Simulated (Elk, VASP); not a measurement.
An input for Elk (PBE, all-electron FP-LAPW, Elk's shipped species files, APW+lo basis with extra local orbitals):

```
tasks
  0

xctype
  20

rgkmax
  8.0

gmaxvr
  16.0

nxlo
  2

lorbcnd
  .true.

rmtscf
  0.92

lmaxi
  2

stype
  0

swidth
  0.00734986

scale
  1.889726125

avec
    0.0000000000    2.1779900000    2.1779900000
    2.1779900000    0.0000000000    2.1779900000
    2.1779900000    2.1779900000    0.0000000000

sppath
  'species/'

atoms
  2   : nspecies
  'Ti.in'   : spfname
  1   : natoms; atposl, bfcmt below
  0.0000000000  0.0000000000  0.0000000000    0.0 0.0 0.0
  'C.in'   : spfname
  1   : natoms; atposl, bfcmt below
  0.5000000000  0.5000000000  0.5000000000    0.0 0.0 0.0

ngridk
  6 6 6
```

Problem. Translate it to VASP.

Solution. One set of files that does it:

**KPOINTS**
```
kpoints
0
gamma
6 6 6
```

### INCAR
```
SYSTEM = TiC
PREC = Accurate
ENCUT = 400
EDIFF = 1E-6
NELM = 100
ALGO = Normal
LREAL = .FALSE.
LASPH = .TRUE.
ISMEAR = 0
SIGMA = 0.2
GGA = PE
LMAXMIX = 4
LWAVE = .FALSE.
LCHARG = .FALSE.
ISIF = 2
```

**POSCAR**
```
TiC
1
    0.0000000000     2.1779900000     2.1779900000
    2.1779900000     0.0000000000     2.1779900000
    2.1779900000     2.1779900000     0.0000000000
Ti C
1 1
Direct
  0.0000000000   0.0000000000   0.0000000000
  0.5000000000   0.5000000000   0.5000000000
```

POTCAR, in this order: Ti_sv C (PBE.64 set). Program: vasp_std.

Both inputs were run and reached self-consistency, which says nothing on mesh or cut-off. Potentials, basis and cut-offs are each code's own, so they don't translate, and total energies aren't comparable.

VASP also gives the stress here, which the Elk input doesn't ask for.

The structure is a typed TiC crystal (Fm-3m). The cell was not relaxed at this level, and it may have been scaled.
